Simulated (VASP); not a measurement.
```yaml
crystal:
  lattice:
    - [0.00000, 2.96383, 2.96383]
    - [2.96383, 0.00000, 2.96383]
    - [2.96383, 2.96383, 0.00000]
  atoms:
    - { symbol: Sr, position: [0.00000, 0.00000, 0.00000] }
```

All values below come from PBE GGA, VASP's PBE PAW potentials (set 64) (plane waves; VASP 6.6.1). Settings: 300 eV cut-off, 8×8×8 Γ-centred mesh, Fermi-Dirac smearing of 0.10 eV, potentials Sr_sv.

**Question.** Give the energies of bands 5 to 8 at the high-symmetry points, in eV from the Fermi level.

**Answer.** 
```
band      Γ      X      U      L     W
----  -----  -----  -----  -----  ----
5     -3.76  -0.73  -0.16  -1.17  0.00
6      2.38   0.27   0.20   0.11  0.64
7      2.38   1.16   0.89   2.21  0.64
8      2.38   5.05   3.53   2.21  2.36
```

It has no gap at this level: it comes out as a metal or semimetal.

The structure comes from a computed database's Sr entry; how it stands against other phases isn't given here. The cell was not relaxed at this level.
